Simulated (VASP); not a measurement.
Data:

```yaml
crystal:
  lattice:
    - [1.36478, -2.36387, 0.00000]
    - [1.36478, 2.36387, 0.00000]
    - [0.00000, 0.00000, 4.37274]
  atoms:
    - { symbol: Tc, position: [0.33333, 0.66667, 0.25000] }
    - { symbol: Tc, position: [0.66667, 0.33333, 0.75000] }
```

Method: PBE GGA with D4 dispersion, VASP's PBE PAW potentials (set 64) (plane waves; VASP). Settings: 520 eV cut-off, Gaussian smearing of 0.050 eV, potentials Tc_pv.

Question: Give the energies of bands 7 to 16 at the high-symmetry points, in eV from the Fermi level.

Answer: 
| band | Γ | M | K | A | L | H |
|---|---|---|---|---|---|---|
| 7 | -7.37 | -5.46 | -4.86 | -5.43 | -5.39 | -3.91 |
| 8 | -5.51 | -4.80 | -3.42 | -5.43 | -5.39 | -3.91 |
| 9 | -1.58 | -4.65 | -3.42 | -1.90 | -3.76 | -3.33 |
| 10 | -1.58 | -1.95 | -2.94 | -1.90 | -3.76 | -3.33 |
| 11 | -1.50 | -1.15 | -1.91 | -1.72 | 0.13 | -1.79 |
| 12 | -0.85 | -0.93 | -1.91 | -1.72 | 0.13 | -1.79 |
| 13 | -0.85 | -0.50 | -0.04 | -1.72 | 1.46 | -0.10 |
| 14 | -0.14 | 2.98 | 2.35 | -1.72 | 1.46 | -0.10 |
| 15 | -0.14 | 3.39 | 2.35 | 1.90 | 3.25 | 2.65 |
| 16 | 1.73 | 3.42 | 2.77 | 1.90 | 3.25 | 2.65 |

It has no gap at this level: it comes out as a metal or semimetal.

The compound is Tc in the hcp structure. It was relaxed first.
